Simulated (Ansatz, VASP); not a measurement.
# HfTeSe in two plane-wave programs, part 2 of 2

Aim: how closely do two programs agree when they are given the same cell, functional and k mesh? The cell is taken from a series of runs on this material, whose earlier steps may have relaxed, scaled, displaced or heated it; both programs get it as it stands.

VASP 6.6.1 and Ansatz 0.2.0.

So far: Set-up; VASP: zone-centre phonons, PBEsol.

## Step 3: Ansatz: zone-centre phonons, PBEsol

Level of this step: Ansatz beside VASP: Kohn-Sham DFT, plane waves, PBEsol (Ansatz).

Ansatz runs on its PAW soft_1 files.

The same cell, functional, mesh and smearing now go to Ansatz, which takes its cutoff from its data sets.

The input, input.yaml:

```yaml
crystal:
  lattice:
    - [3.9064760388, 0.0, 0.0]
    - [-1.9532380194, 3.3831074889, 0.0]
    - [0.0, 0.0, 30.0]
  atoms:
    - { symbol: Hf, position: [0.0, 0.0, 0.3365299744] }
    - { symbol: Se, position: [0.3333333333, 0.6666666667, 0.3839843405] }
    - { symbol: Te, position: [0.6666666667, 0.3333333333, 0.2761523518] }
  periodic: [true, true, false]
kpoints:
  mp_grid: { grid: [12, 12, 1] }
hamiltonian:
  xc: pbesol
  pseudopotentials: { kind: paw, azcp: { folder: soft_1 }, xc_functional: pbe }
scf:
  occupations: { method: methfessel_paxton, width: 0.2 }
output:
  eigenvalues: true
phonons:
  method: dfpt
```

Run with:

```bash
ansatz run input.yaml --threads 4 --pin off --max-ram 16384MiB --backend cpu --events-out ev --progress --plain --runs-dir out
```

Numbers of over 12 decimals in the logs are rounded to 6 here.

The log of the run:

```text
Engine: ansatz 0.2.0, x86_64-unknown-linux-gnu
Pseudopotentials: kind: paw
Pseudopotential: Hf, paw, valence charge 26, recommended cutoff 420 eV (normal), soft_1/Hf.paw.azcp
Pseudopotential: Se, paw, valence charge 16, recommended cutoff 420 eV (normal), soft_1/Se.paw.azcp
Pseudopotential: Te, paw, valence charge 16, recommended cutoff 420 eV (normal), soft_1/Te.paw.azcp
Functional definition: PBEsol
  exchange = pbesol_x
  correlation = pbesol_c
Crystal: 3 atoms, lattice volume = 396.481 Å³
Basis set: ecut = 420 eV, 7829 PW (Γ), exchange–correlation on 54×54×432 points (8 copies of the dense FFT grid, shifted against one another)
Bands: 35, of which v1, the nominal top of the filled ones, is band 29 counted from 1 (28 counted from 0)
Symmetry: 6 space group operations
k-points: 43 of 144 (irreducible under 2 space group operations, time reversal used)
Non-local potential: Hf, projectors of the file, l = 0: 3, l = 1: 2, l = 2: 2, l = 3: 3
Non-local potential: Se, projectors of the file, l = 0: 2, l = 1: 2, l = 2: 3, l = 3: 1
Non-local potential: Te, projectors of the file, l = 0: 2, l = 1: 2, l = 2: 2, l = 3: 1
PAW form: soft (Blöchl's): semilocal exchange-correlation on the pseudo side does not see the compensation charge
PAW frozen core: Hf, regenerated for the run's functional, and the local potential with it (the file was generated under x = pbe(κ = 0.804, μ = 0.219515), c = pbe(β = 0.066725))
PAW frozen core: Se, regenerated for the run's functional, and the local potential with it (the file was generated under x = pbe(κ = 0.804, μ = 0.219515), c = pbe(β = 0.066725))
PAW frozen core: Te, regenerated for the run's functional, and the local potential with it (the file was generated under x = pbe(κ = 0.804, μ = 0.219515), c = pbe(β = 0.066725))
PAW one-centre angular grid: Hf, 590 points (default); XC on 64 Gauss nodes
PAW one-centre angular grid: Se, 590 points (default); XC on 64 Gauss nodes
PAW one-centre angular grid: Te, 590 points (default); XC on 64 Gauss nodes
Initial density: superposition of atomic densities (neutral atoms: chi_scale 0, normalization atom)
Initial wavefunctions: pseudopotential atomic-orbital guess
Functional: x = pbesol(κ = 0.804, μ = 0.123457), c = pbesol(β = 0.046)
iter 1 solved again at ethr=2.75e-3 eV; its pass at ethr=3.10e-3 eV (dr2=1.59e0 eV) is discarded
SCF iter   1: F=—  HF=-27928.143288 eV  |F-HF|=—  |Δ(HF+E_count)|=         —  Δρ=1.62e-2  dr2=1.60e0  ethr=2.75e-3  ⟨swp⟩=1.0  Hψ=10386  notcnv=0
preconditioner: auto → LDOS  [insulator: Δε(μ)=0.546 eV  Ē_g=11.548 eV  σ=0.200 eV  W_gap=0.94  n_scr=60 (ndim 8)  ℏωp=10.2 eV  f_vac=0.763  D(μ)=0.16/eV (n_scr^D=2)  ε∞_Penn≈1.8  β→1.0]
SCF iter   2: F=—  HF=-27928.372071 eV  |F-HF|=—  |Δ(HF+E_count)|=   2.29e-1  S|Δr|=    0.00e0  Δρ=1.77e-2  dr2=2.51e0  ethr=2.75e-3  ⟨swp⟩=4.7  Hψ=4316  notcnv=0  defer=16
SCF iter   3: F=—  HF=-27927.700867 eV  |F-HF|=—  |Δ(HF+E_count)|=   6.71e-1  S|Δr|=    0.00e0  Δρ=2.83e-3  dr2=1.27e-1  ethr=2.75e-3  ⟨swp⟩=4.1  Hψ=3323  notcnv=0  defer=32
SCF iter   4: F=—  HF=-27927.691599 eV  |F-HF|=—  |Δ(HF+E_count)|=   9.27e-3  S|Δr|=    0.00e0  Δρ=1.58e-3  dr2=6.22e-2  ethr=2.18e-4  ⟨swp⟩=3.1  Hψ=3249  notcnv=0  defer=36
SCF iter   5: F=—  HF=-27927.683979 eV  |F-HF|=—  |Δ(HF+E_count)|=   7.62e-3  S|Δr|=    0.00e0  Δρ=6.78e-4  dr2=3.03e-3  ethr=1.07e-4  ⟨swp⟩=2.2  Hψ=1807  notcnv=0  defer=35
SCF iter   6: F=—  HF=-27927.683483 eV  |F-HF|=—  |Δ(HF+E_count)|=   4.96e-4  S|Δr|=    0.00e0  Δρ=1.96e-4  dr2=1.26e-4  ethr=5.22e-6  ⟨swp⟩=3.6  Hψ=3482  notcnv=0  defer=35
SCF iter   7: F=—  HF=-27927.683514 eV  |F-HF|=—  |Δ(HF+E_count)|=   3.05e-5  S|Δr|=    0.00e0  Δρ=6.24e-5  dr2=1.39e-5  ethr=2.16e-7  ⟨swp⟩=3.1  Hψ=3148  notcnv=0  defer=35
SCF iter   8: F=—  HF=-27927.683509 eV  |F-HF|=—  |Δ(HF+E_count)|=   4.81e-6  S|Δr|=    0.00e0  Δρ=1.80e-5  dr2=7.97e-7  ethr=2.39e-8  ⟨swp⟩=2.9  Hψ=3150  notcnv=0  defer=35
SCF iter   9: F=—  HF=-27927.683588 eV  |F-HF|=—  |Δ(HF+E_count)|=   7.87e-5  S|Δr|=    0.00e0  Δρ=6.33e-6  dr2=9.20e-8  ethr=1.37e-9  ⟨swp⟩=3.0  Hψ=2985  notcnv=0  defer=31
SCF iter  10: F=—  HF=-27927.683588 eV  |F-HF|=—  |Δ(HF+E_count)|=   3.47e-7  S|Δr|=    0.00e0  Δρ=1.71e-6  dr2=7.25e-9  ethr=1.59e-10  ⟨swp⟩=3.2  Hψ=3008  notcnv=0  defer=31
SCF iter  11: F=—  HF=-27927.683588 eV  |F-HF|=—  |Δ(HF+E_count)|=   7.49e-8  S|Δr|=    0.00e0  Δρ=4.08e-7  dr2=5.59e-10  ethr=1.25e-11  ⟨swp⟩=2.7  Hψ=2921  notcnv=0  defer=31
SCF iter  12: F=—  HF=-27927.683588 eV  |F-HF|=—  |Δ(HF+E_count)|=   9.84e-9  S|Δr|=    0.00e0  Δρ=1.52e-7  dr2=7.98e-11  ethr=1.00e-12  ⟨swp⟩=3.1  Hψ=3091  notcnv=0  defer=31
SCF iter  13: F=—  HF=-27927.683588 eV  |F-HF|=—  |Δ(HF+E_count)|=   2.60e-9  S|Δr|=    0.00e0  Δρ=3.87e-8  dr2=1.19e-11  ethr=1.00e-12  ⟨swp⟩=1.9  Hψ=1674  notcnv=0  defer=31
SCF iter  14: F=-27927.683588 eV  HF=-27927.683588 eV  |F-HF|=1.20e-10  |Δ(HF+E_count)|=  4.77e-10  S|Δr|=    0.00e0  Δρ=1.01e-8  dr2=9.44e-13  ethr=1.00e-12  ⟨swp⟩=21.3  Hψ=10857  notcnv=0
SCF 1 converged in 14 iterations: F = -27927.683588 eV  dr2 = 9.44e-13
  greatest PAW one-centre occupation: 1.000 electrons in one spin orbital (limit 2), on the Se atom at site 1 (counted from 0), in its partial waves of l = 2
DFPT response loops at Γ: preconditioner auto → none (partly filled bands, converged f_vac=0.770); β = 0.50; Broyden in place of MSR1
SCF converged after 14 iterations
Stability not checked: this state was not tested for a lower state beside it, because cold or Methfessel-Paxton smearing, or corrected tetrahedra, fill the levels in a way that the test cannot read (fill_not_monotonic; see scf.lower_state_search)
Free energy (F): -27927.683588 eV
Harris-Foulkes:  -27927.683588 eV  (|F-HF|=1.20e-10)
Internal energy: -27927.684078 eV  (E = F + TS)
E sigma→0 (E₀):  -27927.683711 eV
Entropy (-TS):   0.000490 eV (0.163 meV/atom)
Fermi energy:    -4.836803 eV
Step filling:    the computed levels leave a gap of 0.0577 eV = 0.3 smearing widths at the electron count; against every level under it full and every level over it empty, smearing changes F+E_penalty+E_count by -0.214 meV and its σ→0 estimate by -0.337 meV
--- Per-component energies (eV) ---
  E_band       = -1701.935576
  E_kinetic    = 688.286889
  E_local      = -149898.437268  (includes V_loc(G=0)·N_el)
  E_nonlocal   = -217.161059
  E_hartree    = 74409.150656
  E_xc         = -469.005792
  E_vxc        = -444.661798  (∫ρ·V_xc dr)
  E_paw        = -14256.929207  (= ΣΔE_a)
  E_vpaw       = -648.263382  (= ΣTr[D̂ρ^β])
  E_aug_tail   = -0.000195  (compensation charges beyond the density's cutoff)
  E_ewald      = 61813.777579
  E_core_change = 2.634319  (= ΣΔE_core)
  E_smearing   = 0.000490  (= −TS)
  E_closure    = -0.000000  (closes the sum)
  Σ components = -27927.683588   (vs F -27927.683588, Δ=0.00e0)
--- Band table (eV; the first three rows and the last of 43) ---
  k-point 0: bands = [... 25 lower, -7.9350, -6.4596, -4.8173, -4.8173, -4.0782, -4.0782, -3.5451, -1.4972, ... 2 higher]
  k-point 1: bands = [... 25 lower, -7.9112, -6.3005, -5.5360, -5.1434, -4.0154, -3.7315, -3.2710, -1.3909 (-1.3909°), ... 2 higher]
  k-point 2: bands = [... 25 lower, -7.8566, -6.6966, -6.0384, -5.5918, -4.1816, -3.2466, -2.9322, -1.6220 (-1.6219°), ... 2 higher]
  k-point 42: bands = [... 25 lower, -8.2973, -7.6977, -7.3426, -6.7334, -3.6414, -3.0753, -2.5394, -1.4000, ... 2 higher]
  ° read free of the cell's end (the report's vacuum.weakly_bound_levels)
--- Phonons (Γ-DFPT): 6 representative perturbations + reference, on 43 of 144 k-points (Σ response iterations 27) ---
  k mesh reduced under 2 symmetry operations, with k and −k counted as one. Each operation leaves every solved perturbation unchanged. A smaller set is not used because it would not reduce the number of displacements times k-points to solve
  ASR residual: 6.282e-5 → 0.000e0 eV/Å²; symmetrization residual: 2.693e-5 eV/Å²
  ASR residual per site (eV/Å²): 1.56e-5 1.30e-5 6.28e-5
  Γ frequencies (cm⁻¹): 0.00 0.00 0.00 86.71 86.71 136.85 136.85 156.67 196.92
  non-analytic LO–TO correction: not included (Born effective charges unavailable; polar crystals: no LO–TO splitting at Γ)
```

## Step 4: Comparison

Known differences besides the potentials themselves: Ansatz cuts the interaction across the vacuum, VASP repeats the sheet without a dipole correction; the data sets hold 58 valence electrons in Ansatz (on its PAW soft_1 files) and 22 in VASP; the cutoff is 420 eV in Ansatz and 500 eV in VASP; Ansatz makes its cores anew for this functional, VASP keeps those of its PBE data sets. Total energies have different zeros and are not compared.

Both answers:

```csv
quantity,Ansatz,VASP,difference
optical mode 1 to 2 (cm⁻¹),86.7,86.1,+0.70 %
optical mode 3 to 4 (cm⁻¹),136.8,136.5,+0.23 %
optical mode 5 (cm⁻¹),156.7,156.8,-0.05 %
optical mode 6 (cm⁻¹),196.9,196.7,+0.10 %
```

Our record labels this cell a metal in Ansatz alone; each run is judged by its own test, so with a small gap or wide smearing the label says little about the levels. Modes are paired by rising frequency, not by their patterns, so a pair may set unlike modes beside each other; they are those without the splitting of longitudinal modes. Where the cell holds vacuum, a pressure given here is an average over it and none of the material.

## Step 5: What came out

| Property | Result |
| --- | --- |
| r.m.s. difference of the optical zone-centre modes, each program's sorted by frequency (zone-centre phonons, PBEsol) | 0.40 cm⁻¹ |
| difference in optical mode 1 to 2 (zone-centre phonons, PBEsol) | +0.7 % |

**Reading.** The r.m.s. difference of the optical zone-centre modes, each program's sorted by frequency is 0.40 cm⁻¹ (zone-centre phonons, PBEsol). The data sets hold unlike numbers of valence electrons (58 in Ansatz and 22 in VASP), so part of the differences may come from the potentials. Among the rows given in per cent, the largest difference of the zone-centre phonons, PBEsol pair is in optical mode 1 to 2, +0.7 %. Such differences can come from data sets, numerical settings and the points named under the comparisons, not from the functional's error against experiment.

[Lines on the potential files, build, host, timing and source positions are cut from VASP's logs without a mark.]

[Logs are printed without paths, hosts, clocks, repeated set-up lines and the standing remarks that a program may print on its own settings, such as how far it seeks lower states.]

[Hosts, paths, dates, database ids (printed as entryN), source tags and the programs' standing remarks are cut or masked in the printed files.]
